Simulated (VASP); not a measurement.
Here is the system:

```
TiN
1.0
    0.00000     2.11750     2.11750
    2.11750     0.00000     2.11750
    2.11750     2.11750     0.00000
Ti N
1 1
Direct
  0.00000   0.00000   0.00000
  0.50000   0.50000   0.50000
```

These are SCAN meta-GGA, VASP's PBE PAW potentials (set 64) (plane waves; VASP 6.6.1) values and carry that method's errors. Run with 520 eV cut-off, 17×17×17 Γ-centred mesh, tetrahedra with Blöchl corrections, potentials Ti_sv N.

Give the energies of bands 6 to 11 at the high-symmetry points, in eV from the Fermi level.

```json
[
 {"band": "6", "Γ": "-2.39", "X": "-6.31", "U": "-6.24", "L": "-8.56", "W": "-5.91"},
 {"band": "7", "Γ": "-2.39", "X": "-3.63", "U": "-6.18", "L": "-5.93", "W": "-5.91"},
 {"band": "8", "Γ": "-2.39", "X": "-3.63", "U": "-4.89", "L": "-5.93", "W": "-5.81"},
 {"band": "9", "Γ": "-0.63", "X": "-3.15", "U": "-0.50", "L": "1.75", "W": "0.94"},
 {"band": "10", "Γ": "-0.63", "X": "1.69", "U": "2.05", "L": "1.75", "W": "0.94"},
 {"band": "11", "Γ": "-0.63", "X": "2.46", "U": "2.39", "L": "2.45", "W": "2.47"}
]
```

It has no gap at this level: it comes out as a metal or semimetal.

The structure comes from a measured TiN entry (Fm-3m) of the Crystallography Open Database, whose conditions weren't checked. The cell was not relaxed at this level. The electron count is odd and the run is not spin-polarised, which forces a metal.
